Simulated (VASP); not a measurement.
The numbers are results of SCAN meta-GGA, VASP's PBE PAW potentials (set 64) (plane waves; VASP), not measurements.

Input for VASP

POSCAR:
```
CsPbCl3
1.0
  5.7561116987   0.0000000000   0.0000000000
  0.0000000000   5.7561116987   0.0000000000
  0.0000000000   0.0000000000   5.7561116987
Cs Pb Cl
1 1 3
Cart
  0.0000000000   0.0000000000   0.0000000000
  2.8780558493   2.8780558493   2.8780558493
  2.8780558493   0.0000000000   2.8780558493
  0.0000000000   2.8780558493   2.8780558493
  2.8780558493   2.8780558493   0.0000000000
```

### KPOINTS
```
Regular mesh
0
G
  4 4 4
0 0 0
```

### INCAR
```
SYSTEM = CsPbCl3
PREC = Accurate; ENCUT = 520; LREAL = .False.
LASPH = .True.
EDIFF = 1E-7; NELM = 100; ALGO = Normal
LMAXMIX = 4; LMIXTAU = .True.
ISMEAR = 0; SIGMA = 0.05
METAGGA = SCAN
ISIF = 2
LWAVE = .False.; LCHARG = .False.
```

POTCAR, in this order: Cs_sv Pb_d Cl (PBE.64 set). Program: vasp_std.

The resulting files:

**OSZICAR**
```
       N       E                     dE             d eps       ncg     rms          rms(c)
DAV:   1     0.295752256286E+03    0.29575E+03   -0.19770E+04   520   0.157E+03
DAV:   2    -0.104237314892E+03   -0.39999E+03   -0.39229E+03   658   0.359E+02
DAV:   3    -0.154799529897E+03   -0.50562E+02   -0.50142E+02   632   0.133E+02
DAV:   4    -0.156995885353E+03   -0.21964E+01   -0.21913E+01   760   0.355E+01
DAV:   5    -0.157026086071E+03   -0.30201E-01   -0.30174E-01   646   0.355E+00    0.494E+00
DAV:   6    -0.149423381482E+03    0.76027E+01   -0.51085E+00   660   0.335E+01    0.411E+00
DAV:   7    -0.144366510522E+03    0.50569E+01   -0.17039E+00   534   0.989E+00    0.179E+00
DAV:   8    -0.145582753900E+03   -0.12162E+01   -0.10015E+00   680   0.687E+00    0.135E+00
DAV:   9    -0.145764711306E+03   -0.18196E+00   -0.39576E-01   520   0.614E+00    0.980E-01
DAV:  10    -0.145688130868E+03    0.76580E-01   -0.35729E-01   520   0.616E+00    0.271E-01
DAV:  11    -0.145619202517E+03    0.68928E-01   -0.10954E-01   552   0.315E+00    0.403E-01
DAV:  12    -0.145628499639E+03   -0.92971E-02   -0.78310E-03   600   0.840E-01    0.305E-01
DAV:  13    -0.145620079689E+03    0.84200E-02   -0.81786E-03   612   0.934E-01    0.237E-01
DAV:  14    -0.145641819382E+03   -0.21740E-01   -0.23845E-02   540   0.170E+00    0.105E-01
DAV:  15    -0.145641347555E+03    0.47183E-03   -0.38864E-03   612   0.652E-01    0.142E-01
DAV:  16    -0.145642326136E+03   -0.97858E-03   -0.33678E-04   672   0.204E-01    0.867E-02
DAV:  17    -0.145643401180E+03   -0.10750E-02   -0.68757E-04   602   0.310E-01    0.349E-02
DAV:  18    -0.145643392211E+03    0.89699E-05   -0.58991E-05   672   0.694E-02    0.773E-03
DAV:  19    -0.145643455142E+03   -0.62931E-04   -0.72503E-05   548   0.103E-01    0.102E-02
DAV:  20    -0.145643464801E+03   -0.96587E-05   -0.16053E-05   536   0.498E-02    0.700E-03
DAV:  21    -0.145643480900E+03   -0.16099E-04   -0.54711E-06   558   0.287E-02    0.258E-03
DAV:  22    -0.145643487639E+03   -0.67389E-05   -0.39147E-06   604   0.235E-02    0.903E-04
DAV:  23    -0.145643486224E+03    0.14151E-05   -0.30718E-07   586   0.597E-03    0.721E-04
DAV:  24    -0.145643485152E+03    0.10715E-05   -0.64244E-08   356   0.302E-03    0.182E-04
DAV:  25    -0.145643485060E+03    0.92530E-07   -0.18587E-08   354   0.174E-03
   1 F= -.14564349E+03 E0= -.14564349E+03  d E =-.225118E-13
```

File OUTCAR:
```
------------------------ aborting loop because EDIFF is reached ----------------------------------------
  FORCE on cell =-STRESS in cart. coord.  units (eV):
  Direction    XX          YY          ZZ          XY          YZ          ZX
  --------------------------------------------------------------------------------------
  Total       -1.5066805     -1.5066805     -1.5066805      0.0000000      0.0000000      0.0000000
  in kB      -12.6573889    -12.6573889    -12.6573889      0.0000000      0.0000000      0.0000000
  external PRESSURE =     -12.6573889 kB  Pullay stress =       0.0000000 kB
  volume of cell :      190.72
      direct lattice vectors                 reciprocal lattice vectors
     5.756111699  0.000000000  0.000000000     0.173728387  0.000000000  0.000000000
     0.000000000  5.756111699  0.000000000     0.000000000  0.173728387  0.000000000
     0.000000000  0.000000000  5.756111699     0.000000000  0.000000000  0.173728387
 POSITION                                       TOTAL-FORCE (eV/Angst)
 -----------------------------------------------------------------------------------
      0.00000      0.00000      0.00000         0.000000      0.000000      0.000000
      2.87806      2.87806      2.87806         0.000000      0.000000      0.000000
      2.87806      0.00000      2.87806         0.000000      0.000000      0.000000
      0.00000      2.87806      2.87806         0.000000      0.000000      0.000000
      2.87806      2.87806      0.00000         0.000000      0.000000      0.000000
 -----------------------------------------------------------------------------------
    total drift:                                0.000000     -0.000000     -0.000000
  FREE ENERGIE OF THE ION-ELECTRON SYSTEM (eV)
  ---------------------------------------------------
  free  energy   TOTEN  =      -145.6434850599 eV

  energy  without entropy=     -145.6434850599  energy(sigma->0) =     -145.64348506
```
(Selected blocks of OUTCAR.)

The compound is CsPbCl3 in the cubic perovskite structure, the ideal cubic form; the compound distorts at low or room temperature. This cell is one point of a volume scan, at 1.06 of the reference volume.
